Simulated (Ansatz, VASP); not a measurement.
# ZnS (Wurtzite-2H) in two plane-wave programs

Wanted: the spread between two codes on one cell, functional and k mesh. The cell is taken from a series of runs on this material, whose earlier steps may have relaxed, scaled, displaced or heated it; both programs get it as it stands. Other levels of theory on this material are compared in a session of their own.

Program: Ansatz 0.2.0. Level of theory: plane waves, with VASP 6.6.1 beside it; relaxation of cell and atoms at PBE. Results are calculated unless marked as measured.

## 1. Set-up

It takes space group P6_3mc (No. 186, hexagonal). The conventional cell has a = 3.846 Å, b = 3.846 Å, c = 6.304 Å, α = 90.00°, β = 90.00°, γ = 120.00°. S has 4 Zn at 2.36 Å nearest. Nearest to Zn lie 4 S at 2.36 Å. Farther neighbours and most contacts between anions are not listed.

Structure file:

```xyz
4
Lattice="3.8458 0.0000 0.0000 -1.9229 3.3306 0.0000 0.0000 0.0000 6.3042" Properties=species:S:1:pos:R:3 pbc="T T T"
S     0.0000    2.2204    2.3943
S     1.9229    1.1102    5.5464
Zn    0.0000    2.2204    0.0328
Zn    1.9229    1.1102    3.1849
```

## 2. VASP: relaxation of cell and atoms, PBE

The relaxed volume is the usual yardstick between codes: in a stiff, nearly cubic crystal its relative difference is about their pressure difference at one cell divided by the bulk modulus.

Lines of VASP's logs that name or quote its potential files are left out, and so is its time.

INCAR

```
SYSTEM = ZnS
PREC = Accurate
ENCUT = 500
EDIFF = 1E-07
NELM = 120
ISMEAR = 0
SIGMA = 0.01
LREAL = .FALSE.
ALGO = Normal
GGA = PE
NBANDS = 24
LORBIT = 11
LWAVE = .FALSE.
LCHARG = .FALSE.
ISIF = 3
IBRION = 2
NSW = 80
EDIFFG = -0.005
LASPH = .TRUE.
GGA_COMPAT = .FALSE.
NELMIN = 4
EFERMI = MIDGAP
KPAR = 2
```

POSCAR

```
ZnS
1.0
    3.8458140000      0.0000000000      0.0000000000
   -1.9229070000      3.3305730000      0.0000000000
    0.0000000000      0.0000000000      6.3041880000
S Zn
2 2
Direct
    0.3333333333      0.6666666667      0.3797959388
    0.6666666667      0.3333333333      0.8797957802
    0.3333333333      0.6666666667      0.0052041595
    0.6666666667      0.3333333333      0.5052041595
```

KPOINTS

```
Automatic mesh
0
Gamma
9 9 6
0 0 0
```

The projector-augmented-wave data sets are S and Zn (PBE family, release 64).

Launch:

```bash
$ mpirun -np 2 vasp_std
```

Numbers of over 12 decimals in the logs are rounded to 6 here.

The program printed:

```text
[banner, memory and clock lines left out]
running    2 mpi-ranks, on    1 nodes
 distrk:  each k-point on    1 cores,    2 groups
 distr:  one band on    1 cores,    1 groups

 POSCAR found type information on POSCAR S Zn
 POSCAR found :  2 types and       4 ions
 LDA part: xc-table for (Slater+PW92), standard interpolation
 POSCAR, INCAR and KPOINTS ok, starting setup
 FFT: planning ... GRIDC
 FFT: planning ... GRID_SOFT
 FFT: planning ... GRID
 WAVECAR not read
 entering main loop
       N       E                     dE             d eps       ncg     rms          rms(c)
DAV:   1     0.234366409509E+03    0.23437E+03   -0.17043E+04  2304   0.177E+03
DAV:   2     0.700366983751E+01   -0.22736E+03   -0.21996E+03  2496   0.358E+02
DAV:   3    -0.141043736814E+02   -0.21108E+02   -0.20994E+02  2840   0.110E+02
DAV:   4    -0.145398900525E+02   -0.43552E+00   -0.43518E+00  2720   0.165E+01
DAV:   5    -0.145479139722E+02   -0.80239E-02   -0.80234E-02  2896   0.212E+00    0.936E+00
DAV:   6    -0.136897237328E+02    0.85819E+00   -0.18438E+00  3520   0.394E+01    0.728E+00
DAV:   7    -0.137024975882E+02   -0.12774E-01   -0.15199E+00  2672   0.703E+00    0.334E+00
DAV:   8    -0.136922426568E+02    0.10255E-01   -0.68040E-02  3088   0.323E+00    0.100E+00
DAV:   9    -0.136929073014E+02   -0.66464E-03   -0.12974E-02  3216   0.199E+00    0.243E-01
DAV:  10    -0.136930675079E+02   -0.16021E-03   -0.10512E-03  2752   0.382E-01    0.121E-01
DAV:  11    -0.136933114752E+02   -0.24397E-03   -0.46101E-04  2632   0.132E-01    0.955E-02
DAV:  12    -0.136933070355E+02    0.44397E-05   -0.13894E-05  2824   0.262E-02    0.867E-03
DAV:  13    -0.136933100818E+02   -0.30463E-05   -0.40249E-06  2656   0.140E-02    0.355E-03
DAV:  14    -0.136933102107E+02   -0.12889E-06   -0.29685E-07  2552   0.384E-03    0.142E-03
DAV:  15    -0.136933102470E+02   -0.36229E-07   -0.33983E-08  1896   0.140E-03
   1 F= -.13693310E+02 E0= -.13693310E+02  d E =-.136933E+02
 curvature:   0.00 expect dE= 0.000E+00 dE for cont linesearch  0.000E+00
 trial: gam= 0.00000 g(F)=  0.764E-07 g(S)=  0.156E-03 ort = 0.000E+00 (trialstep = 0.100E+01)
 search vector abs. value=  0.156E-03
 bond charge predicted
       N       E                     dE             d eps       ncg     rms          rms(c)
DAV:   1    -0.136954301998E+02   -0.21200E-02   -0.28775E-02  2728   0.295E+00    0.340E-01
DAV:   2    -0.136936538701E+02    0.17763E-02   -0.68655E-03  2728   0.189E+00    0.130E-01
DAV:   3    -0.136934352370E+02    0.21863E-03   -0.26591E-04  2448   0.109E-01    0.629E-02
DAV:   4    -0.136933787098E+02    0.56527E-04   -0.31379E-05  2904   0.440E-02    0.359E-02
DAV:   5    -0.136933663070E+02    0.12403E-04   -0.88273E-06  3864   0.550E-02    0.359E-03
DAV:   6    -0.136933664307E+02   -0.12363E-06   -0.62635E-06  2632   0.301E-02    0.323E-03
DAV:   7    -0.136933670221E+02   -0.59145E-06   -0.13879E-06  3176   0.122E-02    0.369E-03
DAV:   8    -0.136933667869E+02    0.23521E-06   -0.33705E-07  2272   0.831E-03    0.598E-04
DAV:   9    -0.136933667786E+02    0.83328E-08   -0.13631E-08  1312   0.114E-03
   2 F= -.13693367E+02 E0= -.13693367E+02  d E =-.565316E-04
 trial-energy change:   -0.000057  1 .order   -0.000057   -0.000156    0.000041
 step:   0.7870(harm=  0.7909)  dis= 0.00002  next Energy=   -13.693371 (dE=-0.609E-04)
 reached required accuracy - stopping structural energy minimisation
```

OUTCAR, selected parts (step 2):

```text
ion  position               nearest neighbor table
   1  0.333  0.667  0.380-   4 2.36   4 2.36   4 2.36   3 2.36
   2  0.667  0.333  0.880-   3 2.36   3 2.36   3 2.36   4 2.36
   3  0.333  0.667  0.005-   2 2.36   2 2.36   2 2.36   1 2.36
   4  0.667  0.333  0.505-   1 2.36   1 2.36   1 2.36   2 2.36

  LATTYP: Found a hexagonal cell.
 ALAT       =     3.8458140000
 C/A-ratio  =     1.6392337227

 Subroutine GETGRP returns: Found 12 space group operations
 (whereof  6 operations were pure point group operations)

The static configuration has the point symmetry C_3v.
 The point group associated with its full space group is C_6v.

 Found     48 irreducible k-points:

   k-points           NKPTS =     48   k-points in BZ     NKDIM =     48   number of bands    NBANDS=     24

   dimension x,y,z NGX =    28 NGY =   28 NGZ =   48
   dimension x,y,z NGXF=    56 NGYF=   56 NGZF=   96

   ENCUT  =  500.0 eV  36.75 Ry    6.06 a.u.   7.01  7.01 11.49*2*pi/ulx,y,z

   NELECT =      36.0000    total number of electrons

 k-points in reciprocal lattice and weights: Automatic mesh
   0.00000000  0.00000000  0.00000000       0.002
   0.11111111  0.00000000  0.00000000       0.012
   0.22222222  0.00000000  0.00000000       0.012
   0.33333333 -0.00000000  0.00000000       0.012
   0.44444444  0.00000000  0.00000000       0.012
   0.11111111  0.11111111  0.00000000       0.012
   0.22222222  0.11111111  0.00000000       0.025
   0.33333333  0.11111111  0.00000000       0.025
   0.44444444  0.11111111  0.00000000       0.012
[...]
0.33333333  0.22222222  0.50000000       0.025
   0.33333333  0.33333333  0.50000000       0.004

 average (electrostatic) potential at core
       1 -88.7489       2 -88.7489       3 -36.4306       4 -36.4306

 E-fermi :   2.9267

 k-point     1 :       0.0000    0.0000    0.0000
  band No.  band energies     occupation
    ...
     14       1.0392      2.00000
     15       1.0392      2.00000
     16       1.8181      2.00000
     17       1.8911      2.00000
     18       1.8911      2.00000
     19       3.9624      0.00000
     20       4.9380      0.00000
     21       8.2200      0.00000
     22       8.2200      0.00000
     23       8.4840      0.00000
    ...

 k-point     2 :       0.1111    0.0000    0.0000
  band No.  band energies     occupation
    ...
     14       0.4228      2.00000
     15       0.8554      2.00000
     16       1.1718      2.00000
     17       1.7164      2.00000
     18       1.7917      2.00000
     19       4.6199      0.00000
     20       5.5014      0.00000
     21       7.8603      0.00000
     22       8.4491      0.00000
     23       8.6974      0.00000
    ...

 k-point     3 :       0.2222    0.0000    0.0000
  band No.  band energies     occupation
    ...
     14      -0.7072      2.00000
     15       0.0054      2.00000
     16       0.4454      2.00000
     17       1.3977      2.00000
     18       1.5352      2.00000
     19       5.5119      0.00000
     20       6.0113      0.00000
     21       7.7310      0.00000
     22       8.5087      0.00000
     23       8.8430      0.00000
    ...

  Total       -0.0186592     -0.0186592     -0.0156911      0.0000000      0.0000000      0.0000000
  in kB       -0.3693544     -0.3693544     -0.3106008      0.0000000      0.0000000      0.0000000
  external PRESSURE =      -0.3497699 kB  Pullay stress =       0.0000000 kB

  energy-cutoff  :      500.00
  volume of cell :       80.94
      direct lattice vectors                 reciprocal lattice vectors
     3.848594359  0.000000000  0.000000000     0.259835126  0.150015863 -0.000000000
    -1.924297180  3.332980862  0.000000000     0.000000000  0.300031726 -0.000000000
     0.000000000  0.000000000  6.309941066     0.000000000 -0.000000000  0.158480086

 POSITION                                       TOTAL-FORCE (eV/Angst)
 -----------------------------------------------------------------------------------
     -0.00000      2.22199      2.39646         0.000000      0.000000     -0.000893
      1.92430      1.11099      5.55143        -0.000000     -0.000000     -0.000893
     -0.00000      2.22199      0.03287         0.000000      0.000000      0.000893
      1.92430      1.11099      3.18784         0.000000      0.000000      0.000893
 -----------------------------------------------------------------------------------
    total drift:                               -0.000000     -0.000001      0.000129

  FREE ENERGIE OF THE ION-ELECTRON SYSTEM (eV)
  ---------------------------------------------------
  free  energy   TOTEN  =       -13.6933667786 eV

  energy  without entropy=      -13.6933667786  energy(sigma->0) =      -13.69336678

 reached required accuracy - stopping structural energy minimisation

 total charge
# of ion       s       p       d       tot
------------------------------------------
    1        1.316   2.426   0.000   3.742
    2        1.316   2.426   0.000   3.742
    3        0.512   0.454   9.798  10.763
    4        0.512   0.454   9.798  10.763
--------------------------------------------------
tot          3.654   5.760  19.596  29.010

[... 3 further parts left out ...]
```

CONTCAR:

```
ZnS
   1.00000000000000
     3.8485943591373228    0.0000000000000000    0.0000000000000000
    -1.9242971795686614    3.3329808624639008    0.0000000000000000
     0.0000000000000000    0.0000000000000000    6.3099410660657886
  S               Zn
     2     2
Direct
     0.3333333332999970    0.6666666667000030    0.3797911237091262
     0.6666666667000030    0.3333333332999970    0.8797909651091238
     0.3333333332999970    0.6666666667000030    0.0052089745908781
     0.6666666667000030    0.3333333332999970    0.5052089745908781
```

## 3. Ansatz: relaxation of cell and atoms, PBE

Ansatz runs on its PAW soft_1 files.

The same cell, functional and mesh now go to Ansatz, which takes its cutoff from its data sets.

input.yaml

```yaml
crystal:
  lattice:
    - [3.8458140456, 0.0, 0.0]
    - [-1.9229070228, 3.3305726617, 0.0]
    - [0.0, 0.0, 6.3041878104]
  atoms:
    - { symbol: S, position: [0.3333333333, 0.6666666667, 0.3797958735] }
    - { symbol: S, position: [0.6666666667, 0.3333333333, 0.8797958735] }
    - { symbol: Zn, position: [0.3333333333, 0.6666666667, 0.0052041265] }
    - { symbol: Zn, position: [0.6666666667, 0.3333333333, 0.5052041265] }
kpoints:
  mp_grid: { grid: [9, 9, 6] }
hamiltonian:
  xc: pbe
  pseudopotentials: { kind: paw, azcp: { folder: soft_1 } }
scf:
  occupations: { method: fixed }
output:
  forces: true
  stress: true
  eigenvalues: true
  write_density: true
  write_potential: true
  elf: true
  volumetric_format: npy
relax:
  adjacent_minimum: "off"
  f_tol: 0.001
  max_steps: 60
  cell: { stress_tol: 0.01 }
```

Launch:

```bash
$ ansatz run input.yaml --threads 8 --pin off --max-ram 16384MiB --backend cpu --events-out ev --progress --plain --runs-dir out
```

The program printed:

```text
Engine: ansatz 0.2.0, x86_64-unknown-linux-gnu
Pseudopotentials: kind: paw
Pseudopotential: S, paw, valence charge 6, recommended cutoff 420 eV (normal), soft_1/S.paw.azcp
Pseudopotential: Zn, paw, valence charge 12, recommended cutoff 420 eV (normal), soft_1/Zn.paw.azcp
Functional definition: PBE
  parameter kappa = 0.804
  parameter beta = 0.066725
  exchange = pbe_x(kappa = kappa, mu = beta*pi^2/3)
  correlation = pbe_c(beta = beta)
Crystal: 4 atoms, lattice volume = 80.749 Å³
Basis set: ecut = 420 eV, 1581 PW (Γ), exchange–correlation on 54×54×90 points (8 copies of the dense FFT grid, shifted against one another)
Bands: 22, of which v1, the nominal top of the filled ones, is band 18 counted from 1 (17 counted from 0)
Symmetry: 12 space group operations
Space group: P63mc (ITA 186), of the structure as read, at distance tolerance 4.3e-5 Å
k-points: 48 of 486 (time reversal used)
Non-local potential: S, projectors of the file, l = 0: 2, l = 1: 2, l = 2: 1
Non-local potential: Zn, projectors of the file, l = 0: 2, l = 1: 2, l = 2: 3, l = 3: 1
PAW form: soft (Blöchl's): semilocal exchange-correlation on the pseudo side does not see the compensation charge
PAW one-centre angular grid: S, 110 points (default); XC on 64 Gauss nodes
PAW one-centre angular grid: Zn, 590 points (default); XC on 64 Gauss nodes
Initial density: superposition of atomic densities (chi_scale 0.1, normalization cell, long waves kept (reshape's long-wave potential 0.00 eV rms))
Initial wavefunctions: pseudopotential atomic-orbital guess
Functional: x = pbe(κ = 0.804, μ = 0.219515), c = pbe(β = 0.066725)
SCF iter   1: F=—  HF=-8445.650856 eV  |F-HF|=—  |Δ(HF+E_count)|=         —  Δρ=4.12e-2  dr2=8.27e-1  ethr=3.10e-3  ⟨swp⟩=5.1  Hψ=5269  notcnv=0  defer=91
preconditioner: auto → Resta (q_TF=auto, 2.385 Å⁻¹)  ε∞=6.2  [insulator: Δε(μ)=2.271 eV  Ē_g=10.889 eV  n_scr=22 (ndim 8)  ℏωp=24.8 eV  f_vac=0.009  ε∞_Penn≈6.2]
SCF iter   2: F=—  HF=-8445.485847 eV  |F-HF|=—  |Δ(HF+E_count)|=   1.65e-1  Δρ=1.59e-2  dr2=1.73e-1  ethr=2.30e-3  ⟨swp⟩=2.0  Hψ=2293  notcnv=0  defer=94
SCF iter   3: F=—  HF=-8445.465263 eV  |F-HF|=—  |Δ(HF+E_count)|=   2.06e-2  Δρ=1.08e-2  dr2=6.12e-2  ethr=4.80e-4  ⟨swp⟩=2.0  Hψ=1922  notcnv=0  defer=94
SCF iter   4: F=—  HF=-8445.456795 eV  |F-HF|=—  |Δ(HF+E_count)|=   8.47e-3  Δρ=3.07e-3  dr2=5.51e-3  ethr=1.70e-4  ⟨swp⟩=2.0  Hψ=2306  notcnv=0  defer=94
SCF iter   5: F=—  HF=-8445.460151 eV  |F-HF|=—  |Δ(HF+E_count)|=   3.36e-3  Δρ=5.40e-4  dr2=2.98e-4  ethr=1.53e-5  ⟨swp⟩=3.1  Hψ=2003  notcnv=0  defer=94
SCF iter   6: F=—  HF=-8445.460679 eV  |F-HF|=—  |Δ(HF+E_count)|=   5.28e-4  Δρ=2.95e-4  dr2=8.02e-5  ethr=8.28e-7  ⟨swp⟩=2.2  Hψ=1954  notcnv=0  defer=94
SCF iter   7: F=—  HF=-8445.460793 eV  |F-HF|=—  |Δ(HF+E_count)|=   1.14e-4  Δρ=9.51e-5  dr2=3.14e-6  ethr=2.23e-7  ⟨swp⟩=2.0  Hψ=1984  notcnv=0  defer=93
SCF iter   8: F=—  HF=-8445.460798 eV  |F-HF|=—  |Δ(HF+E_count)|=   4.41e-6  Δρ=2.04e-5  dr2=2.39e-7  ethr=8.71e-9  ⟨swp⟩=2.1  Hψ=1782  notcnv=0  defer=93
SCF iter   9: F=-8445.460798 eV  HF=-8445.460798 eV  |F-HF|=1.32e-8  |Δ(HF+E_count)|=   3.65e-7  Δρ=2.76e-6  dr2=8.43e-9  ethr=2.78e-10  ⟨swp⟩=14.8  Hψ=11070  notcnv=0
SCF 1 converged in 9 iterations: F = -8445.460798 eV  dr2 = 8.43e-9
  greatest PAW one-centre occupation: 0.984 electrons in one spin orbital (limit 2), on the Zn atom at site 3 (counted from 0), in its partial waves of l = 2
relax step   1: F+E_penalty+E_count = -8445.46079791 eV  Δ(F+E_penalty+E_count) = +0.000e0 eV  max|allowed force component| = 2.039e-4 eV/Å  Δτ_max = 0.0000 Å  P = -0.007 GPa  Ω = 80.749 Å³  (9 SCF iters, dr2 threshold 1.00e-7 eV, accepted)
[...]
relax step   2: F+E_penalty+E_count = -8445.46080299 eV  Δ(F+E_penalty+E_count) = -5.083e-6 eV  max|allowed force component| = 6.250e-5 eV/Å  Δτ_max = 0.0002 Å  P = -0.003 GPa  Ω = 80.744 Å³  energy of the carried Pulay correction = +2.343e-6 eV  (5 SCF iters, dr2 threshold 9.32e-10 eV, accepted)
[...]
relax step   3: F+E_penalty+E_count = -8445.46080552 eV  Δ(F+E_penalty+E_count) = -2.526e-6 eV  max|allowed force component| = 6.142e-5 eV/Å  Δτ_max = 0.0000 Å  P = -0.003 GPa  Ω = 80.744 Å³  stress off target by 5.53e-3 GPa  SCF on the basis re-selected at this cell (its energy is not comparable with the rows above)  (6 SCF iters)
basis re-selected at this cell: Δ(F+E_penalty+E_count) = -2.526e-6 eV, ΔP = -0.000 GPa vs the last step (what re-selecting the basis moved, of the pressure what is left beyond the Pulay correction that the steps carried, after the strain that the cell walked since its last selection, with what the two solves' SCF thresholds leave and, on support functions, any second-order correction that the steps lacked; it is no m [...]
SCF converged after 6 iterations
Free energy (F): -8445.460806 eV
Harris-Foulkes:  -8445.460806 eV  (|F-HF|=5.46e-12)
Internal energy: -8445.460806 eV  (E = F + TS)
E sigma→0 (E₀):  -8445.460806 eV
Fermi energy:    5.493944 eV
--- Per-component energies (eV) ---
  E_band       = 1.719638
  E_kinetic    = 505.194407
  E_local      = -4570.688185  (includes V_loc(G=0)·N_el)
  E_nonlocal   = 1709.859666
  E_hartree    = 1742.198139
  E_xc         = -334.189183
  E_vxc        = -266.764053  (∫ρ·V_xc dr)
  E_paw        = -5013.154790  (= ΣΔE_a)
  E_vpaw       = -860.277964  (= ΣTr[D̂ρ^β])
  E_aug_tail   = -0.000514  (compensation charges beyond the density's cutoff)
  E_ewald      = -2484.680345
  E_smearing   = -0.000000  (= −TS)
  E_closure    = -0.000000  (closes the sum)
  Σ components = -8445.460806   (vs F -8445.460806, Δ=0.00e0)
--- Forces (eV/Å), atoms counted from 1 ---
  atom   1  S      0.00000000    -0.00000000     0.00006145
  atom   2  S      0.00000000     0.00000000     0.00006145
  atom   3  Zn     0.00000000    -0.00000000    -0.00006138
  atom   4  Zn     0.00000000     0.00000000    -0.00006138
  max |Σ_I F_I| component: 1.26e-7 eV/Å
--- Stress (GPa, compression-positive) ---
       -0.005532       0.000000       0.000000
       -0.000000      -0.005532      -0.000000
        0.000000       0.000000       0.000821
  P = ⅓ Tr σ = -0.0034 GPa (-0.034 kbar)
--- Band table (eV; the first three rows and the last of 48) ---
  k-point 0: bands = [... 14 lower, 4.6380, 5.4194, 5.4939, 5.4939, 7.5684, 8.5392, 11.7983, 11.7983]
  k-point 1: bands = [... 14 lower, 4.6908, 4.8454, 5.4314, 5.4314, 8.0753, 8.6067, 11.8379, 11.8379]
  k-point 2: bands = [... 14 lower, 4.8381, 4.8381, 5.2648, 5.2648, 8.7788, 8.7873, 11.7173, 11.9782]
  k-point 47: bands = [... 14 lower, 2.5763, 2.5763, 4.2000, 4.2000, 9.9451, 9.9451, 11.8361, 11.8361]
--- Relaxed structure (2 steps of the walk, 2 accepted, 1 SCFs on fresh bases) ---
  F+E_penalty+E_count = -8445.46080552 eV   max|allowed force component| = 6.142e-5 eV/Å   (the final SCF, on the basis selected at the relaxed cell)
  cell:  # Å, volume = 80.7439 Å³
    - [3.845294, 0.0, 0.0]
    - [-1.922647, 3.330123, 0.0]
    - [0, 0.0, 6.305509]
  atoms:
    - { symbol: S, position: [0.333333, 0.666667, 0.379762] }
    - { symbol: S, position: [0.666667, 0.333333, 0.879762] }
    - { symbol: Zn, position: [0.333333, 0.666667, 0.00523776] }
    - { symbol: Zn, position: [0.666667, 0.333333, 0.505238] }
```

## 4. Comparison

Known differences besides the potentials themselves: fixed occupations in Ansatz, narrow Gaussian smearing in VASP; the cutoff is 420 eV in Ansatz and 500 eV in VASP; Ansatz adds a Pulay correction to the stress that steers its cell, VASP none. Total energies have different zeros and are not compared.

Both answers:

```tsv
quantity	Ansatz	VASP	difference
volume (Å³)	80.74	80.94	-0.24 %
edge a after relaxation, in the typed setting (Å)	3.845	3.849	-0.09 %
edge c after relaxation, in the typed setting (Å)	6.306	6.310	-0.07 %
```

## 5. Outcome

```json
{
 "difference in volume (relaxation of cell and atoms, PBE)": "-0.24 %"
}
```

The difference in volume is -0.24 % (relaxation of cell and atoms, PBE), within the 1.2 % picked in this series as the mark of a large difference, as far as the stopping tolerances let one tell. 12 further runs of this series are not shown here. Such differences can come from data sets, numerical settings and the points named under the comparisons, not from the functional's error against experiment.

[Lines on the potential files, build, host, timing and source positions are cut from VASP's logs without a mark.]

[Logs are printed without paths, hosts, clocks, repeated set-up lines and the standing remarks that a program may print on its own settings, such as how far it seeks lower states.]

[Hosts, paths, dates, database ids (printed as entryN), source tags and the programs' standing remarks are cut or masked in the printed files.]
